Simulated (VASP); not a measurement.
# Fe (Iron-alpha) with PBEsol: from relaxation to properties, part 2 of 2

How well does PBEsol reproduce what experiment finds for Fe (Iron-alpha)? The cell is relaxed first, and properties follow on it. Left out of this account: 1 further run (phonons: it ended without a result to show). The start is a cell from a database of measured crystal structures.

VASP 6.6.1, plane waves and PAW; the level of theory is named at each step.

Still holding for the runs below: The magnetic order is the lowest of the few collinear ones that converged above; longer or canted patterns were not tried.

So far, largest spin moment in the PAW sphere (μB): step 2 (magnetic order: ferromagnetic) 2.24; step 3 (magnetic order: antiferromagnetic, q = (0, 0, 1/2)) 2.07; step 4 (magnetic order: antiferromagnetic, q = (1/2, 1/2, 1/2)) 1.7; step 6 (relaxing cell and atoms (PBEsol)) 2.04. The relaxed cell has a = 2.781 Å (conventional setting).

**10. Total and projected DOS (PBEsol)**

A density of states needs more k-points than a total energy; ISMEAR = -5 takes tetrahedra, and LORBIT projects the states on the PAW spheres. The mesh is finer than in the run before.

File INCAR:

```
SYSTEM = Fe
PREC = Accurate
ENCUT = 400
EDIFF = 1E-06
NELM = 100
ISMEAR = -5
SIGMA = 0.2
LREAL = .FALSE.
ALGO = Normal
GGA = PS
NBANDS = 17
ISPIN = 2
MAGMOM = 2.041
LASPH = .TRUE.
LMAXMIX = 4
LORBIT = 11
LWAVE = .FALSE.
LCHARG = .FALSE.
KPAR = 4
NEDOS = 2001
```

File POSCAR:

```
Fe
1.0
   -1.3906505364      1.3906505364      1.3906505364
    1.3906505364     -1.3906505364      1.3906505364
    1.3906505364      1.3906505364     -1.3906505364
Fe
1
Direct
    0.0000000000      0.0000000000      0.0000000000
```

File KPOINTS:

```
Automatic mesh
0
Gamma
20 20 20
0 0 0
```

Potentials, in the order of the species: Fe (PBE family, release 64).

The run is started by

```sh
mpirun -np 4 vasp_std
```

The job ended after 16 s (4 MPI ranks of Intel Xeon Platinum 8488C (Sapphire Rapids), shared host; peak memory 0.83 GiB; 57 s of CPU time).

With tetrahedra the forces and stress of a metal are not exact derivatives of the energy.

This step gave:

* irreducible k-points: 256
* Fermi energy: 6.275 eV
* pressure: 0.8650 GPa
* moment of the cell, from the last line of the log: 2.104 μB
* DOS at the Fermi level: 0.9417 states/eV/cell

Spin moment in the PAW sphere by atom:

```csv
atom,spin moment in the PAW sphere (μB)
Fe1,2.08
```

The density of states has structure finer than the step of the table below, so its rows give means over 0.5 eV, whole bins alone (the curve runs from -12.0 to 7.96 eV). Peaks (eV: height): total up -4.47: 1.09, -3.60: 1.75, -2.73: 1.60, -0.84: 2.67; total down -2.95: 0.719, -2.00: 1.35, 1.78: 3.52; Fe d up -4.47: 0.786, -3.60: 1.55, -2.73: 1.35, -0.84: 2.58; Fe d down -2.00: 1.14, 1.78: 3.43; Fe p up -4.47: 0.0916, -3.60: 0.0911, -2.73: 0.129, 3.23: 0.0443.

States under -12.0 eV and over 8.0 eV are left out. The density of states by energy, zero at the Fermi level; means over each step; 7 of 8 lines; values in states/eV/cell:

```csv
energy (eV),total up,total down,Fe d up,Fe d down,Fe p up,Fe p down,Fe s up
-9.5,0,0,0,0,0,0,0
-9.0,0.00110,0,0,0,4.5e-6,0,8.5e-4
-8.5,0.0181,0.00755,0,0,6.3e-4,1.7e-4,0.0135
-8.0,0.0312,0.0243,2.4e-4,0,0.00213,0.00117,0.0221
-7.5,0.0426,0.0353,9.2e-4,3.4e-4,0.00423,0.00294,0.0282
-7.0,0.0551,0.0456,0.00251,8.9e-4,0.00710,0.00524,0.0338
-6.5,0.0712,0.0561,0.00619,0.00210,0.0108,0.00815,0.0396
-6.0,0.0970,0.0686,0.0155,0.00443,0.0159,0.0116,0.0468
-5.5,0.179,0.0845,0.0630,0.00876,0.0239,0.0159,0.0625
-5.0,0.542,0.108,0.344,0.0179,0.0399,0.0213,0.0910
-4.5,0.817,0.152,0.594,0.0410,0.0623,0.0283,0.0694
-4.0,0.442,0.298,0.355,0.141,0.0294,0.0376,0.0163
-3.5,1.21,0.403,1.07,0.236,0.0591,0.0457,0.00436
-3.0,1.04,0.612,0.882,0.429,0.0822,0.0597,0.0133
-2.5,0.966,0.334,0.811,0.256,0.0809,0.0304,0.0150
-2.0,0.404,1.02,0.337,0.859,0.0366,0.0843,0.00583
-1.5,0.936,1.05,0.871,0.861,0.0261,0.109,0.00597
-1.0,2.00,1.08,1.93,0.879,0.0225,0.118,0.00899
-0.5,0.907,0.400,0.843,0.313,0.0288,0.0549,0.0127
0.0,0.700,0.259,0.646,0.213,0.0265,0.0278,0.0108
0.5,0.210,0.510,0.167,0.473,0.0221,0.0138,0.0109
1.0,0.149,1.03,0.0955,0.983,0.0304,0.0128,0.0116
1.5,0.142,1.42,0.0811,1.38,0.0365,0.00935,0.0120
2.0,0.137,1.34,0.0722,1.29,0.0404,0.0209,0.0118
2.5,0.130,0.366,0.0631,0.328,0.0429,0.0187,0.0111
3.0,0.124,0.197,0.0563,0.152,0.0437,0.0263,0.0103
3.5,0.115,0.173,0.0492,0.120,0.0437,0.0324,0.00915
4.0,0.106,0.157,0.0434,0.0995,0.0424,0.0366,0.00800
4.5,0.0964,0.143,0.0379,0.0840,0.0405,0.0386,0.00673
5.0,0.0849,0.128,0.0320,0.0699,0.0373,0.0394,0.00547
5.5,0.0740,0.115,0.0271,0.0588,0.0336,0.0386,0.00436
6.0,0.0624,0.101,0.0220,0.0482,0.0295,0.0368,0.00325
6.5,0.0443,0.0863,0.0146,0.0391,0.0219,0.0338,0.00227
7.0,0.0303,0.0725,0.00910,0.0310,0.0156,0.0301,0.00155
7.5,0.0227,0.0539,0.00647,0.0212,0.0119,0.0241,0.00124
```

The finer mesh and the other smearing move the Fermi level by -0.03 eV from the 13×13×13 run, a small shift, which tests the Fermi level alone. Of the states within 0.3 eV of the Fermi level, the largest shares in the PAW spheres are Fe d 89 % and Fe p 6 %. The rest lies in smaller channels or between the spheres.

**11. Core levels (PBEsol)**

ICORELEVEL = 1 prints the core eigenvalues in the potential of the ground state.

Changes to INCAR since step 10:

```diff
@@ -5,3 +5,3 @@
 NELM = 100
-ISMEAR = -5
+ISMEAR = 1
 SIGMA = 0.2
@@ -10,3 +10,3 @@
 GGA = PS
-NBANDS = 17
+NBANDS = 12
 ISPIN = 2
@@ -19,2 +19,2 @@
 KPAR = 4
-NEDOS = 2001
+ICORELEVEL = 1
```

POSCAR is that of step 10.

File KPOINTS:

```
Automatic mesh
0
Gamma
13 13 13
0 0 0
```

The run is started by

```sh
mpirun -np 4 vasp_std
```

Run time: 4.4 s. Hardware: 4 MPI ranks; peak memory 0.47 GiB; 14 s of CPU time.

These are scalar-relativistic Kohn-Sham levels of the ground state, with no core hole, so they are not binding energies.

Numbers from this step:

* bands: 12
* irreducible k-points: 84
* Fermi energy: 6.302 eV
* pressure: 0.01270 GPa
* moment of the cell, from the last line of the log: 2.060 μB

Spin moment in the PAW sphere by atom:

```csv
atom,spin moment in the PAW sphere (μB)
Fe1,2.04
```

Kohn-Sham core levels. Core levels, by row:

```csv
atom,shell,level below the Fermi level (eV)
Fe1,1s,6992
Fe1,2s,813.3
Fe1,2p,692
Fe1,3s,86.91
Fe1,3p,52.98
```

**12. A single point (PBEsol), changed input**

This run is made with a changed input; what comes of it follows.

Changes to INCAR since step 11:

```diff
@@ -3,4 +3,4 @@
 ENCUT = 400
-EDIFF = 1E-06
-NELM = 100
+EDIFF = 1E-16
+NELM = 64
 ISMEAR = 1
@@ -19,2 +19,2 @@
 KPAR = 4
-ICORELEVEL = 1
+ISIF = 2
```

POSCAR is that of step 11.

KPOINTS is that of step 11.

The run is started by

```sh
mpirun -np 4 vasp_std
```

The job ended after 15 s (4 MPI ranks; peak memory 0.55 GiB).

The electronic loop ended without reaching EDIFF, so its numbers are not used.

At the end rms(c) stands at 4e-11, with no steady fall over the second half of the cycles shown.

The fault in the input: threshold below the noise (EDIFF = 1e-16). An EDIFF of 1E-06 to 1E-08 can be reached; this one can't.

**13. Results**

```
relaxed volume                            : 10.76 Å³/atom
relaxed conventional cell a, b, c         : 2.781, 2.781, 2.781 Å
space group after relaxing, within 0.02 Å : Im-3m (No. 229)
moment of the cell (20×20×20 mesh)        : 2.10 μB
largest site moment (20×20×20 mesh)       : 2.08 μB on Fe1
band gap                                  : none, a metal
DOS at the Fermi level                    : 0.942 states/eV/cell
shallowest level of the frozen cores      : Fe1 3p, 53.0 eV deep
```

In words: With PBEsol, Fe (Iron-alpha) relaxes to 10.76 Å³/atom in space group Im-3m, comes out as a metal and keeps moments of up to 2.08 μB (20×20×20 mesh). Against the listed cell the volume lies -8.7 %. Band structure (PBEsol), spin up: Of the bands kept, 4 cross the Fermi level on this path. Band structure (PBEsol), spin down: Of the bands kept, 2 cross the Fermi level on this path. Only a few collinear orders were tried, on the cell as listed. No search among competing phases was made. All values are for a static lattice at zero temperature.

Calculation against experiment:

| quantity | measured | PBEsol |
| --- | --- | --- |
| lattice constant a (Å) | 2.866 | 2.781 (-3.0 %) |

Measured values from pmc:2430951 (2008).

**Verdict.** The lattice constant a is off by -3.0 %: a clear miss. The grades are ours: good and fair within 0.7 and 1.5 % for the lattice constant a. For lattice constants the calculation has a static lattice, without zero-point motion or thermal expansion.

[Lines on the potential files, build, host, timing and source positions are cut from VASP's logs without a mark.]

[Logs are printed without paths, hosts, clocks, repeated set-up lines and the standing remarks that a program may print on its own settings, such as how far it seeks lower states.]

[Hosts, paths, dates, database ids (printed as entryN), source tags and the programs' standing remarks are cut or masked in the printed files.]

[A measured line is paired with the nearest computed mode of its activity, which favours agreement.]
